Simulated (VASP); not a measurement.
All values below come from PBE GGA, VASP's PBE PAW potentials (set 64) (plane waves; VASP).

The input files of a VASP run:

KPOINTS:
```
Automatic mesh
0
Gamma
  5 5 5
0 0 0
```

### INCAR
```
SYSTEM = Y3Mo
PREC = Accurate
ENCUT = 300
EDIFF = 1E-6
NELM = 100
ALGO = Normal
LREAL = .FALSE.
LASPH = .TRUE.
ISMEAR = -1
SIGMA = 0.1
GGA = PE
LMAXMIX = 4
LWAVE = .FALSE.
LCHARG = .FALSE.
ISIF = 2
```

**POSCAR**
```
Y3Mo
1
    0.0000000000     4.1304120000     4.1304120000
    4.1304120000     0.0000000000     4.1304120000
    4.1304120000     4.1304120000     0.0000000000
Mo Y
1 3
Direct
  0.0000000000   0.0000000000   0.0000000000
  0.5000000000   0.5000000000   0.5000000000
  0.2500000000   0.2500000000   0.2500000000
  0.7500000000   0.7500000000   0.7500000000
```

POTCAR, in this order: Mo_sv Y_sv (PBE.64 set). Program: vasp_std.

Output of the run:

OSZICAR:
```
       N       E                     dE             d eps       ncg     rms          rms(c)
DAV:   1     0.241103701636E+03    0.24110E+03   -0.18181E+04   584   0.107E+03
DAV:   2    -0.643494259716E+01   -0.24754E+03   -0.24112E+03   628   0.328E+02
DAV:   3    -0.272940114914E+02   -0.20859E+02   -0.20041E+02   928   0.560E+01
DAV:   4    -0.286359311317E+02   -0.13419E+01   -0.12714E+01   800   0.137E+01
DAV:   5    -0.286838445760E+02   -0.47913E-01   -0.47499E-01   792   0.221E+00    0.349E+01
DAV:   6    -0.274764008370E+02    0.12074E+01   -0.33918E+00   720   0.734E+00    0.269E+01
DAV:   7    -0.306155721917E+02   -0.31392E+01   -0.28127E+01   688   0.123E+01    0.150E+01
DAV:   8    -0.269554192761E+02    0.36602E+01   -0.22329E+01   712   0.106E+01    0.472E+00
DAV:   9    -0.270456778586E+02   -0.90259E-01   -0.12976E+00   788   0.288E+00    0.160E+00
DAV:  10    -0.270392034357E+02    0.64744E-02   -0.54921E-02   856   0.920E-01    0.977E-01
DAV:  11    -0.270389457387E+02    0.25770E-03   -0.94747E-03   696   0.562E-01    0.361E-01
DAV:  12    -0.270387116109E+02    0.23413E-03   -0.32042E-03   812   0.203E-01    0.110E-01
DAV:  13    -0.270387120063E+02   -0.39544E-06   -0.49958E-04   720   0.913E-02    0.545E-02
DAV:  14    -0.270387006794E+02    0.11327E-04   -0.43819E-05   684   0.341E-02    0.214E-02
DAV:  15    -0.270386994124E+02    0.12670E-05   -0.11358E-05   636   0.150E-02    0.748E-03
DAV:  16    -0.270386995204E+02   -0.10800E-06   -0.34332E-07   376   0.329E-03
   1 F= -.27038700E+02 E0= -.26877639E+02  d E =-.322121E+00
```

### OUTCAR
```
------------------------ aborting loop because EDIFF is reached ----------------------------------------
  FORCE on cell =-STRESS in cart. coord.  units (eV):
  Direction    XX          YY          ZZ          XY          YZ          ZX
  --------------------------------------------------------------------------------------
  Total       -9.7607461     -9.7607461     -9.7607461     -0.0000000      0.0000000     -0.0000000
  in kB     -110.9643525   -110.9643525   -110.9643525     -0.0000000      0.0000000     -0.0000000
  external PRESSURE =    -110.9643525 kB  Pullay stress =       0.0000000 kB
  volume of cell :      140.93
      direct lattice vectors                 reciprocal lattice vectors
     0.000000000  4.130412000  4.130412000    -0.121053299  0.121053299  0.121053299
     4.130412000  0.000000000  4.130412000     0.121053299 -0.121053299  0.121053299
     4.130412000  4.130412000  0.000000000     0.121053299  0.121053299 -0.121053299
 POSITION                                       TOTAL-FORCE (eV/Angst)
 -----------------------------------------------------------------------------------
      0.00000      0.00000      0.00000         0.000000     -0.000000      0.000000
      4.13041      4.13041      4.13041         0.000000     -0.000000      0.000000
      2.06521      2.06521      2.06521         0.000000      0.000000      0.000000
      6.19562      6.19562      6.19562        -0.000000     -0.000000     -0.000000
 -----------------------------------------------------------------------------------
    total drift:                                0.000000      0.000000      0.000000
  FREE ENERGIE OF THE ION-ELECTRON SYSTEM (eV)
  ---------------------------------------------------
  free  energy   TOTEN  =       -27.0386995204 eV

  energy  without entropy=      -26.7165784318  energy(sigma->0) =      -26.87763898
```
(Selected blocks of OUTCAR.)

At this cut-off the stress carries a Pulay error, which pulls relaxed volumes low.

The structure was generated: Y3Mo was put into an ordered model structure, which need not be its known phase. The cell was not relaxed at this level. The electron count is odd and the run is not spin-polarised, which forces a metal.
